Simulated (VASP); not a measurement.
A VASP calculation is set up with these files.

### INCAR
```
ISIF = 3   # ions, shape and volume
EDIFFG = -0.02   # ionic stop
SYSTEM = ZrSe2
NELM = 100   # most electronic steps
ENCUT = 400   # plane-wave cut-off (eV)
LASPH = T   # aspherical one-centre terms
ALGO = Normal
GGA = PE   # PBE
EDIFF = 1E-6   # SCF stop (eV)
SIGMA = 0.05
LCHARG = F
LREAL = F
ISMEAR = 0   # Gaussian
PREC = Accurate
LWAVE = F
IBRION = 2
LMAXMIX = 4
NSW = 60
```

**KPOINTS**
```
Automatic mesh
0
Gamma
6 6 3
0 0 0
```

POSCAR:
```
ZrSe2
1.0
  1.9059877157  -3.3012677974   0.0000000000
  1.9059877157   3.3012677974   0.0000000000
  0.0000000000   0.0000000000   6.6276798100
Zr Se
1 2
Direct
  0.0000000000   0.0000000000   0.0000000000
  0.3333330000   0.6666670000   0.2377548498
  0.6666670000   0.3333330000   0.7622451502
```

POTCAR, in this order: Zr_sv Se (PBE.64 set). Program: vasp_std.

Question: Translate this PBE calculation to Quantum ESPRESSO's pw.x.

Answer: One equivalent input (not run):
```
&CONTROL
  calculation = 'vc-relax'
  pseudo_dir = './pseudo'
  outdir = './out'
  tprnfor = .true.
  tstress = .true.
  nstep = 60
  forc_conv_thr = 0.00078
/
&SYSTEM
  ibrav = 0
  nat = 3
  ntyp = 2
  ecutwfc = 86
  occupations = 'smearing'
  smearing = 'gaussian'
  degauss = 0.003675
  input_dft = 'pbe'
/
&ELECTRONS
  conv_thr = 7.3e-08
  electron_maxstep = 100
/
&IONS
/
&CELL
/
ATOMIC_SPECIES
  Zr 91.224 Zr.upf
  Se 78.971 Se.upf
CELL_PARAMETERS angstrom
     1.9059877   -3.3012678    0.0000000
     1.9059877    3.3012678   -0.0000000
     0.0000000   -0.0000000    6.6276798
ATOMIC_POSITIONS crystal
  Zr   0.0000000  0.0000000  0.0000000
  Se   0.3333330  0.6666670  0.2377548
  Se   0.6666670  0.3333330  0.7622452
K_POINTS automatic
  6 6 3 0 0 0
```
What does not carry over: the potentials are each code's own (VASP's PAW set, PseudoDojo norm-conserving files in pw.x), so ENCUT and ecutwfc are chosen apart and not converted; conv_thr bounds pw.x's estimated SCF error, while EDIFF bounds the energy change between steps; forc_conv_thr acts on force components and is met together with etot_conv_thr.

The compound is ZrSe2 in the 1T layered structure. This run relaxes it. Symmetry was kept, so distortions that lower it aren't found. The start is the result of an earlier pass.
